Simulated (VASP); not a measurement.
The system is Ga2PN.

```xyz
4
Lattice="4.0591 0.0000 0.0000 0.0000 4.0591 0.0000 0.0000 0.0000 3.8371" Properties=species:S:1:pos:R:3 pbc="T T T"
Ga    0.0000    2.0295    1.9185
Ga    2.0295    0.0000    1.9185
P     2.0295    2.0295    0.0000
N     0.0000    0.0000    0.0000
```

The cell was built by a generator and needn't be a form met in nature.

```yaml
Program: VASP 6.6.1
Task: relaxation of cell and atoms
Functional: PBE
Potentials_or_basis: VASP PAW PBE potentials, release 64 (Ga_d, P, N)
Cutoff: 520 eV
k_mesh: 4 × 4 × 4
Occupations: gaussian, width 0.15 eV
Spin: no spin polarisation
```

At the start: pressure -7.3 GPa; volume 15.80 Å³/atom.

Where does the relaxation end?

Over 3 steps the energy falls by 44.6 meV/atom and the volume is 14.18 Å³/atom (-10.3 %); space group P4/mmm (No. 123, to 0.05 Å).

Step by step:
```csv
step,energy change (eV),largest force (eV/Å),pressure (GPa),volume (Å³)
1,0.0000,0.0000,-7.26,63.22
2,-0.1776,0.0000,-0.26,56.89
3,-0.1782,0.0000,0.07,56.72
```

Final structure:
```
Ga P N
1.0
     3.92919    0.00000    0.00000
     0.00000    3.92919    0.00000
     0.00000    0.00000    3.67382
Ga P N
2 1 1
Cartesian
  0.0000 1.9646 1.8369
  1.9646 0.0000 1.8369
  1.9646 1.9646 0.0000
  0.0000 0.0000 0.0000
```

Caveat: the k mesh is coarse (spacing up to 0.41 Å⁻¹), so the values aren't converged.
